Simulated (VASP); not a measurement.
The input files of a VASP run:

### INCAR
```
SYSTEM = NbN
PREC = Accurate
ENCUT = 520
EDIFF = 1E-7
NELM = 100
ALGO = Normal
LREAL = .FALSE.
LASPH = .TRUE.
ISMEAR = 1
SIGMA = 0.1
GGA = PE
LMAXMIX = 4
LWAVE = .FALSE.
LCHARG = .FALSE.
ISIF = 2
```

KPOINTS:
```
Regular mesh
0
Gamma
 14 14 14
0 0 0
```

### POSCAR
```
NbN
1
    0.0000000000     2.1869098742     2.1869098742
    2.1869098742     0.0000000000     2.1869098742
    2.1869098742     2.1869098742     0.0000000000
Nb N
1 1
Direct
  0.0000000000   0.0000000000   0.0000000000
  0.5000000000   0.5000000000   0.5000000000
```

POTCAR, in this order: Nb_sv N (PBE.64 set). Program: vasp_std.

Q: Translate this PBE calculation to Quantum ESPRESSO's pw.x.

A: One equivalent input (not run):
```
&CONTROL
  calculation = 'scf'
  pseudo_dir = './pseudo'
  outdir = './out'
  tprnfor = .true.
  tstress = .true.
/
&SYSTEM
  ibrav = 0
  nat = 2
  ntyp = 2
  ecutwfc = 84
  occupations = 'smearing'
  smearing = 'methfessel-paxton'
  degauss = 0.00735
  input_dft = 'pbe'
/
&ELECTRONS
  conv_thr = 7.3e-09
  electron_maxstep = 100
/
ATOMIC_SPECIES
  Nb 92.906 Nb.upf
  N 14.007 N.upf
CELL_PARAMETERS angstrom
     0.0000000    2.1869099    2.1869099
     2.1869099    0.0000000    2.1869099
     2.1869099    2.1869099    0.0000000
ATOMIC_POSITIONS crystal
  Nb   0.0000000  0.0000000  0.0000000
  N    0.5000000  0.5000000  0.5000000
K_POINTS automatic
  14 14 14 0 0 0
```
Limits of the translation: the potentials are each code's own (VASP's PAW set, PseudoDojo norm-conserving files in pw.x), so ENCUT and ecutwfc are chosen apart and not converted; conv_thr bounds pw.x's estimated SCF error, while EDIFF bounds the energy change between steps.

The compound is NbN in the rock salt structure, the cubic δ form, which competes with hexagonal ones. This cell is one point of a volume scan, at 0.97 of the reference volume.
